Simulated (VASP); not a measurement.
Output of a VASP run:

OSZICAR:
```
       N       E                     dE             d eps       ncg     rms          rms(c)
DAV:   1     0.108911582817E+03    0.10891E+03   -0.71219E+03   480   0.118E+03
DAV:   2     0.406928750520E+01   -0.10484E+03   -0.97700E+02   604   0.266E+02
DAV:   3    -0.239884432773E+01   -0.64681E+01   -0.64371E+01   612   0.610E+01
DAV:   4    -0.263978935999E+01   -0.24095E+00   -0.24065E+00   844   0.106E+01
DAV:   5    -0.264134347407E+01   -0.15541E-02   -0.15541E-02   620   0.857E-01    0.404E+00
DAV:   6    -0.245217189259E+01    0.18917E+00   -0.31237E-01   588   0.290E+00    0.287E+00
DAV:   7    -0.243329338639E+01    0.18879E-01   -0.13743E-01   616   0.220E+00    0.120E+00
DAV:   8    -0.243755885930E+01   -0.42655E-02   -0.14477E-02   680   0.103E+00    0.116E-01
DAV:   9    -0.243776467808E+01   -0.20582E-03   -0.35139E-04   628   0.139E-01    0.739E-02
DAV:  10    -0.243798163847E+01   -0.21696E-03   -0.21148E-04   568   0.135E-01    0.118E-02
DAV:  11    -0.243798321807E+01   -0.15796E-05   -0.73129E-06   712   0.213E-02    0.346E-03
DAV:  12    -0.243798351791E+01   -0.29984E-06   -0.14248E-06   576   0.993E-03    0.288E-03
DAV:  13    -0.243798355056E+01   -0.32653E-07   -0.27094E-07   628   0.366E-03
   1 F= -.24379836E+01 E0= -.24379836E+01  d E =-.252724E-21
```

File OUTCAR:
```
------------------------ aborting loop because EDIFF is reached ----------------------------------------
  FORCE on cell =-STRESS in cart. coord.  units (eV):
  Direction    XX          YY          ZZ          XY          YZ          ZX
  --------------------------------------------------------------------------------------
  Total        0.2177547      0.2177547      0.2177547      0.0000000      0.0000000      0.0000000
  in kB        5.0692481      5.0692481      5.0692481      0.0000000      0.0000000      0.0000000
  external PRESSURE =       5.0692481 kB  Pullay stress =       0.0000000 kB
  volume of cell :       68.82
      direct lattice vectors                 reciprocal lattice vectors
     0.000000000  3.252631443  3.252631443    -0.153721689  0.153721689  0.153721689
     3.252631443  0.000000000  3.252631443     0.153721689 -0.153721689  0.153721689
     3.252631443  3.252631443  0.000000000     0.153721689  0.153721689 -0.153721689
  FREE ENERGIE OF THE ION-ELECTRON SYSTEM (eV)
  ---------------------------------------------------
  free  energy   TOTEN  =        -2.4379835506 eV

  energy  without entropy=       -2.4379835506  energy(sigma->0) =       -2.43798355
```
(Selected blocks of OUTCAR.)

**POSCAR**
```
KBr
1
    0.0000000000     3.2526314431     3.2526314431
    3.2526314431     0.0000000000     3.2526314431
    3.2526314431     3.2526314431     0.0000000000
K Br
1 1
Direct
  0.0000000000   0.0000000000   0.0000000000
  0.5000000000   0.5000000000   0.5000000000
```

### Question
Reconstruct the remaining input files.

### Answer
Several could match; the one computed here: the input of the run itself, optB88-vdW, plane waves, VASP's PBE PAW potentials (set 64).

### KPOINTS
```
K-points
0
Gamma
  7 7 7
```

### INCAR
```
SYSTEM=KBr
PREC=Accurate; ENCUT=520; LREAL=.False.
LASPH=.True.
EDIFF=1E-7; NELM=100; ALGO=Normal
LMAXMIX=4
ISMEAR=0; SIGMA=0.05
GGA=BO; LUSE_VDW=.True.; AGGAC=0.0
PARAM1=0.1833333333; PARAM2=0.22
ISIF=2
LWAVE=.False.; LCHARG=.False.
```

POTCAR, in this order: K_sv Br (PBE.64 set). Program: vasp_std.

The compound is KBr in the rock salt structure. This cell is one point of a volume scan, at 0.97 of the reference volume.
